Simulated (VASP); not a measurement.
Energy against volume of Nb (bcc). All values below come from rev-vdW-DF2, VASP's PBE PAW potentials (set 64) (plane waves; VASP). Numerical set-up: 520 eV cut-off, 16×16×16 Γ-centred mesh, first-order Methfessel-Paxton smearing of 0.10 eV, potentials Nb_sv.

| V (Å³/atom) | E (eV/atom) |
|---|---|
| 16.733 | -7.77106 |
| 17.267 | -7.80049 |
| 17.801 | -7.80885 |
| 18.335 | -7.79961 |

Problem. Fit these four points and predict the energy of the run at 18.869 Å³/atom.

Solution. A cubic in V^(−2/3), the third-order Birch-Murnaghan form, passes through the four points with V0 = 17.77 Å³/atom and B0 = 177 GPa, and gives -7.7757 eV/atom there. The run gave -7.7753 eV/atom, +0.4 meV/atom from the fit; all five points give B0 = 178 GPa.

The compound is Nb in the bcc structure. It was relaxed first.
